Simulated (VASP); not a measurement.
# MgSc (Pm-3m) in VASP: single point with LDA

Aim: the single point of MgSc with LDA.

Everything below comes from runs of VASP 6.6.1. Logs are shortened: lines on timing, memory, paths and dates and some standing lists are left out, and cuts for length are marked.

**1. Starting point**

It takes space group Pm-3m (No. 221, cubic). The conventional cell has a = 3.596 Å, b = 3.596 Å, c = 3.596 Å, α = 90.00°, β = 90.00°, γ = 90.00°. Mg (site symmetry m-3m) has 8 Sc at 3.11 Å as nearest neighbours. Sc (site symmetry m-3m) has 8 Mg at 3.11 Å as nearest neighbours.

The cell comes from a database or a generator and needn't be the stable form of this composition.

**2. Single point, LDA**

The input, INCAR:

```
SYSTEM = MgSc
PREC = Accurate ; ENCUT = 520
EDIFF = 1E-7 ; ISMEAR = 0
SIGMA = 0.15 ; LREAL = .FALSE.
LASPH = .TRUE. ; NELM = 100
ALGO = Fast ; ISIF = 2
LWAVE = .FALSE. ; LCHARG = .TRUE.
GGA = CA ; LELF = .TRUE.
LVHAR = .TRUE. ; NBANDS = 14
```

The input, KPOINTS:

```
Automatic mesh
0
G
  14 14 14
  0 0 0
```

The input, POSCAR:

```
MgSc
1.0
    3.5964512400      0.0000000000      0.0000000000
    0.0000000000      3.5964512400      0.0000000000
    0.0000000000      0.0000000000      3.5964512400
Mg Sc
1 1
Direct
    0.0000000000      0.0000000000      0.0000000000
    0.5000000000      0.5000000000      0.5000000000
```

Potentials or basis: VASP PAW LDA potentials, release 64 (Mg, Sc_sv).

Started as:

```console
$ cat potpaw_LDA.64/Mg/POTCAR potpaw_LDA.64/Sc_sv/POTCAR > POTCAR
$ mpirun -np 1 vasp_std > vasp.out
```

OUTCAR:

```text
SYSTEM = MgSc
   PREC = Accurate
   ENCUT = 520
   EDIFF = 1E-7
   ISMEAR = 0
   LREAL = .FALSE.
   LASPH = .TRUE.
   NELM = 100
   ISIF = 2
   GGA = CA

 ion  position               nearest neighbor table
   1  0.000  0.000  0.000-   2 3.11   2 3.11   2 3.11   2 3.11   2 3.11   2 3.11   2 3.11   2 3.11

   2  0.500  0.500  0.500-   1 3.11   1 3.11   1 3.11   1 3.11   1 3.11   1 3.11   1 3.11   1 3.11

  LATTYP: Found a simple cubic cell.
 ALAT       =     3.5964512400

  Lattice vectors:

 A1 = (   3.5964512400,   0.0000000000,   0.0000000000)
 A2 = (   0.0000000000,   3.5964512400,   0.0000000000)
 A3 = (   0.0000000000,   0.0000000000,   3.5964512400)

Analysis of symmetry for initial positions (statically):
=====================================================================
 Subroutine PRICEL returns:
 Original cell was already a primitive cell.

 Routine SETGRP: Setting up the symmetry group for a
 simple cubic supercell.

 Subroutine GETGRP returns: Found 48 space group operations
 (whereof 48 operations were pure point group operations)
 out of a pool of 48 trial point group operations.

The static configuration has the point symmetry O_h .

Analysis of symmetry for dynamics (positions and initial velocities):
=====================================================================
 Subroutine PRICEL returns:
 Original cell was already a primitive cell.

 Routine SETGRP: Setting up the symmetry group for a
 simple cubic supercell.

 Subroutine GETGRP returns: Found 48 space group operations
 (whereof 48 operations were pure point group operations)
 out of a pool of 48 trial point group operations.

The dynamic configuration has the point symmetry O_h .

 Subroutine INISYM returns: Found 48 space group operations
 (whereof 48 operations are pure point group operations),
 and found     1 'primitive' translations

----------------------------------------------------------------------------------------

                                     Primitive cell

  volume of cell :      46.5182

  direct lattice vectors                    reciprocal lattice vectors
     3.596451240  0.000000000  0.000000000     0.278051872  0.000000000  0.000000000
     0.000000000  3.596451240  0.000000000     0.000000000  0.278051872  0.000000000
     0.000000000  0.000000000  3.596451240     0.000000000  0.000000000  0.278051872

  length of vectors
     3.596451240  3.596451240  3.596451240     0.278051872  0.278051872  0.278051872

  position of ions in fractional coordinates (direct lattice)
     0.000000000  0.000000000  0.000000000
     0.500000000  0.500000000  0.500000000

  ion indices of the primitive-cell ions
   primitive index   ion index
                 1           1
                 2           2

----------------------------------------------------------------------------------------

 KPOINTS: Automatic mesh

Automatic generation of k-mesh.
 Grid dimensions read from file:
 generate k-points for:   14   14   14

 Generating k-lattice:

  Cartesian coordinates                     Fractional coordinates (reciprocal lattice)
     0.019860848  0.000000000  0.000000000     0.071428571  0.000000000  0.000000000
     0.000000000  0.019860848  0.000000000     0.000000000  0.071428571  0.000000000
     0.000000000  0.000000000  0.019860848     0.000000000  0.000000000  0.071428571

  Length of vectors
     0.019860848  0.019860848  0.019860848

  Shift w.r.t. Gamma in fractional coordinates (k-lattice)
     0.000000000  0.000000000  0.000000000

 Subroutine IBZKPT returns following result:
 ===========================================

 Found    120 irreducible k-points:

 Following reciprocal coordinates:
            Coordinates               Weight
  0.000000  0.000000  0.000000      1.000000
  0.071429  0.000000  0.000000      6.000000
  0.142857  0.000000  0.000000      6.000000
  0.214286  0.000000  0.000000      6.000000
  0.285714  0.000000  0.000000      6.000000
  0.357143  0.000000  0.000000      6.000000
[... 16 lines left out ...]
  0.285714  0.214286  0.000000     24.000000
  0.357143  0.214286  0.000000     24.000000
 [... further k-points ...]
   k-points           NKPTS =    120   k-points in BZ     NKDIM =    120   number of bands    NBANDS=     14
   number of dos      NEDOS =    301   number of ions     NIONS =      2
   total plane-waves  NPLWV =  21952
   dimension x,y,z NGX =    28 NGY =   28 NGZ =   28
   dimension x,y,z NGXF=    56 NGYF=   56 NGZF=   56
   ions per type =               1   1
   NGX,Y,Z   is equivalent  to a cutoff of  12.94, 12.94, 12.94 a.u.
   NGXF,Y,Z  is equivalent  to a cutoff of  25.89, 25.89, 25.89 a.u.
 SYSTEM =  MgSc
   PREC   = accura    normal or accurate (medium, high low for compatibility)
   ISTART =      0    job   : 0-new  1-cont  2-samecut
   ICHARG =      2    charge: 1-file 2-atom 10-const
   ISPIN  =      1    spin polarized calculation?
   LNONCOLLINEAR =      F non collinear calculations
   LSORBIT =      F    spin-orbit coupling
   LASPH  =      T    aspherical Exc in radial PAW
   ENCUT  =  520.0 eV  38.22 Ry    6.18 a.u.   6.69  6.69  6.69*2*pi/ulx,y,z
   NELM   =    100;   NELMIN=  2; NELMDL= -5     # of ELM steps
   EDIFF  = 0.1E-06   stopping-criterion for ELM
   LREAL  =      F    real-space projection
   EDIFFG = 0.1E-05   stopping-criterion for IOM
   NSW    =      0    number of steps for IOM
   IBRION =     -1    ionic relax: 0-MD 1-quasi-New 2-CG
   NFREE  =      0    steps in history (QN), initial steepest desc. (CG)
   ISIF   =      2    stress and relaxation
   ISYM   =      2    0-nonsym 1-usesym 2-fastsym
   POTIM  = 0.5000    time-step for ionic-motion
   TEBEG  =    0.0;   TEEND  =   0.0 temperature during run
   PSTRESS=    0.0 pullay stress
   NELECT =      13.0000    total number of electrons
   NUPDOWN=      -1.0000    fix difference up-down
   EMIN   =  10.00;   EMAX   =-10.00  energy-range for DOS
   EFERMI =   0.00;   METHOD = LEGACY
   ISMEAR =     0;   SIGMA  =   0.15  broadening in eV -4-tet -1-fermi 0-gaus
   EFERMI_NEDOS =   21; number of points for ismear=-14 and -15
   IALGO  =     68    algorithm
   IMIX   =      4    mixing-type and parameters
     AMIX     =   0.40;   BMIX     =  1.00
     AMIX_MAG =   1.60;   BMIX_MAG =  1.00
  volume/ion in A,a.u.               =      23.26       156.96
  Fermi-wavevector in a.u.,A,eV,Ry     =   1.070324  2.022618 15.586734  1.145593
  Thomas-Fermi vector in A             =   2.206030
   LORBIT       =      0    0 simple, 1 ext, 2 COOP (PROOUT), +10 PAW based schemes
   GGA     = CA    functional components
   LHFCALC =     F    Hartree Fock is set to
   AEXX    =    0.0000 exact exchange contribution
   IVDW    =     0    specifies the selected vdW correction
   LEPSILON=     F    determine dielectric tensor
   LRPA    =     F    only Hartree local field effects (RPA)
 non-spin polarized calculation
 RMM-DIIS sequential band-by-band and
 Gauss-broadening in eV      SIGMA  =   0.15
  energy-cutoff  :      520.00
  volume of cell :       46.52
 maximum number of plane-waves:      1273
 NGX is ok and might be reduce to    28
   NGX = 13   NGY = 13   NGZ = 13

 number of electron      12.9999996 magnetization

 Free energy of the ion-electron system (eV)
  ---------------------------------------------------
  ext. energy  EPLUGINS =         0.00000000
  ---------------------------------------------------
  free energy    TOTEN  =        -8.65642968 eV

  energy without entropy =       -8.62701183  energy(sigma->0) =       -8.64172075

 E-fermi :   2.9302     XC(G=0):  -9.5401

 val. band max:        2.9002061105   @ k =   0.1429   0.0000   0.0000
 cond. band min:       2.9338312085   @ k =   0.2857   0.2143   0.0000
 fundamental gap:      0.0336250980
 Fermi energy:         2.9302070345

 k-point     1 :       0.0000    0.0000    0.0000
  band No.  band energies     occupation
      1     -46.2525      2.00000
      2     -25.1780      2.00000
      3     -25.1780      2.00000
      4     -25.1780      2.00000
      5      -2.9944      2.00000
      6       2.8030      1.76944
      7       2.8030      1.76944
      8       5.2604      0.00000
      9       5.2604      0.00000
     10       5.2604      0.00000
     11       8.1039      0.00000
     12       8.1039      0.00000
     13       8.1039      0.00000
     14      11.4275      0.00000

 k-point     2 :       0.0714    0.0000    0.0000
  band No.  band energies     occupation
      1     -46.2522      2.00000
      2     -25.1823      2.00000
      3     -25.1777      2.00000
      4     -25.1777      2.00000
      5      -2.9293      2.00000
      6       2.7856      1.82733
      7       2.8281      1.66417
      8       5.1789      0.00000
      9       5.1789      0.00000
     10       5.2668      0.00000
     11       7.7522      0.00000
     12       8.2351      0.00000
     13       8.2351      0.00000
     14      11.3543      0.00000

 k-point     3 :       0.1429    0.0000    0.0000
  band No.  band energies     occupation
      1     -46.2513      2.00000
      2     -25.1944      2.00000
      3     -25.1767      2.00000
      4     -25.1767      2.00000
      5      -2.7356      2.00000
      6       2.7021      1.96851
      7       2.9002      1.22271
      8       4.9773      0.00000
      9       4.9773      0.00000
     10       5.2847      0.00000
     11       7.0662      0.00000
     12       8.5868      0.00000
     13       8.5868      0.00000
     14      11.1452      0.00000
[... 324 lines left out ...]
 k-point    23 :       0.2857    0.2143    0.0000
  band No.  band energies     occupation
      1     -46.2463      2.00000
      2     -25.2274      2.00000
      3     -25.2065      2.00000
      4     -25.1707      2.00000
      5      -1.4543      2.00000
      6       2.3206      2.00000
      7       2.9338      0.97274
      8       4.0147      0.00000
      9       4.5783      0.00000
     10       4.9186      0.00000
     11       6.4880      0.00000
     12       7.6953      0.00000
     13      10.5156      0.00000
     14      10.7383      0.00000

 k-point    24 :       0.3571    0.2143    0.0000
  band No.  band energies     occupation
      1     -46.2451      2.00000
      2     -25.2443      2.00000
      3     -25.2047      2.00000
      4     -25.1693      2.00000
      5      -0.9455      2.00000
      6       1.7162      2.00000
      7       3.1427      0.04517
      8       3.9096      0.00000
      9       4.4204      0.00000
     10       4.9461      0.00000
     11       6.2346      0.00000
     12       8.0940      0.00000
     13      10.2489      0.00000
     14      11.1241      0.00000

 [... further k-points ...]

------------------------ aborting loop because EDIFF is reached ----------------------------------------

  FORCE on cell =-STRESS in cart. coord.  units (eV):
  Direction    XX          YY          ZZ          XY          YZ          ZX
  --------------------------------------------------------------------------------------
  -------------------------------------------------------------------------------------
  Total       -1.0476403     -1.0476403     -1.0476403     -0.0000000     -0.0000000      0.0000000
  in kB      -36.0828024    -36.0828024    -36.0828024     -0.0000000     -0.0000000      0.0000000
  external PRESSURE =     -36.0828024 kB  Pullay stress =       0.0000000 kB

 VOLUME and BASIS-vectors are now :
 -----------------------------------------------------------------------------
  energy-cutoff  :      520.00
  volume of cell :       46.52
      direct lattice vectors                 reciprocal lattice vectors
     3.596451240  0.000000000  0.000000000     0.278051872  0.000000000  0.000000000
     0.000000000  3.596451240  0.000000000     0.000000000  0.278051872  0.000000000
     0.000000000  0.000000000  3.596451240     0.000000000  0.000000000  0.278051872

 POSITION                                       TOTAL-FORCE (eV/Angst)
 -----------------------------------------------------------------------------------
      0.00000      0.00000      0.00000         0.000000      0.000000      0.000000
      1.79823      1.79823      1.79823         0.000000      0.000000      0.000000
 -----------------------------------------------------------------------------------
    total drift:                                0.000000      0.000000      0.000000

  FREE ENERGIE OF THE ION-ELECTRON SYSTEM (eV)
  ---------------------------------------------------
  free  energy   TOTEN  =        -8.6564296817 eV

  energy  without entropy=       -8.6270118261  energy(sigma->0) =       -8.64172075
```

It took 60 s on 1 thread of Intel Xeon Platinum 8488C (Sapphire Rapids), shared host; peak memory 0.2 GiB.

What came out:

```yaml
Free_energy: -8.6564 eV
Pressure: -3.6 GPa
Band_gap_on_the_k_mesh: none (metal or under the smearing width)
```

Levels at points of the mesh, in eV from the Fermi level:
| k point | band 5 | band 6 | band 7 | band 8 | band 9 | band 10 |
| --- | --- | --- | --- | --- | --- | --- |
| (0.00, 0.00, 0.00) | -5.92 | -0.13 | -0.13 | 2.33 | 2.33 | 2.33 |
| (0.50, 0.00, 0.00) | -3.05 | -3.02 | 0.46 | 1.23 | 1.23 | 2.46 |
| (0.50, 0.50, 0.00) | -2.17 | -0.41 | -0.25 | -0.25 | 1.54 | 1.54 |
| (0.50, 0.50, 0.50) | -0.96 | -0.96 | -0.96 | 3.01 | 3.01 | 3.01 |
